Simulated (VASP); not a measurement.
Crystal: Mg2CdS3.

```
CELL_PARAMETERS angstrom
4.24743 0.00000 0.00000
-2.12372 3.67838 0.00000
0.00000 0.00000 8.92136
ATOMIC_POSITIONS crystal
Mg 0.66667 0.33333 0.24787
Mg 0.66667 0.33333 0.75213
Cd 0.00000 0.00000 0.00000
S 0.00000 0.00000 0.50000
S 0.33333 0.66667 0.00000
S 0.33333 0.66667 0.50000
```

The cell was built by a generator and needn't be a form met in nature.

- Program: VASP 6.6.1
- Task: relaxation of cell and atoms
- Functional: PBE
- Potentials or basis: VASP PAW PBE potentials, release 64 (Mg, Cd, S)
- Cutoff: 520 eV
- k mesh: 4 × 4 × 2
- Occupations: gaussian, width 0.15 eV
- Spin: no spin polarisation

At the start: pressure 1.1 GPa; volume 23.23 Å³/atom.

**Question.** Where does the relaxation end?

**Answer.** Over 14 steps the energy falls by 307.2 meV/atom and the volume is 20.11 Å³/atom (-13.4 %); space group P-6m2 (No. 187, to 0.05 Å).

The path:
| step | energy change (eV) | largest force (eV/Å) | pressure (GPa) | volume (Å³) |
| --- | --- | --- | --- | --- |
| 1 | 0.0000 | 0.7859 | 1.13 | 139.38 |
| 2 | -0.4827 | 0.6915 | -2.07 | 142.42 |
| 3 | -0.6844 | 0.7931 | -3.99 | 144.38 |
| 4 | -0.8491 | 0.9789 | -6.58 | 147.15 |
| 5 | -1.1315 | 0.9573 | -6.45 | 141.54 |
| 6 | -1.1749 | 0.5634 | -2.73 | 124.15 |
| 7 | -1.3434 | 0.4232 | -5.47 | 132.77 |
| 8 | -1.6301 | 0.4437 | -3.30 | 125.93 |
| 9 | -1.7642 | 0.4775 | -0.55 | 119.79 |
| 10 | -1.7753 | 0.4703 | 0.57 | 117.39 |
| 11 | -1.7923 | 0.4064 | 0.60 | 117.81 |
| 12 | -1.8283 | 0.2122 | 0.63 | 119.08 |
| 13 | -1.8364 | 0.1865 | 0.41 | 121.58 |
| 14 | -1.8429 | 0.0377 | 0.37 | 120.64 |

Final structure:
```xyz
6
Lattice="4.4876 0.0000 0.0000 -2.2438 3.8864 0.0000 0.0000 0.0000 6.9174" Properties=species:S:1:pos:R:3 pbc="T T T"
Mg    2.2438    1.2955    2.0403
Mg    2.2438    1.2955    4.8770
Cd    0.0000    0.0000    0.0000
S     0.0000    0.0000    3.4587
S     0.0000    2.5909    0.0000
S     0.0000    2.5909    3.4587
```

Caveat: the k mesh is coarse (spacing up to 0.43 Å⁻¹), so the values aren't converged.
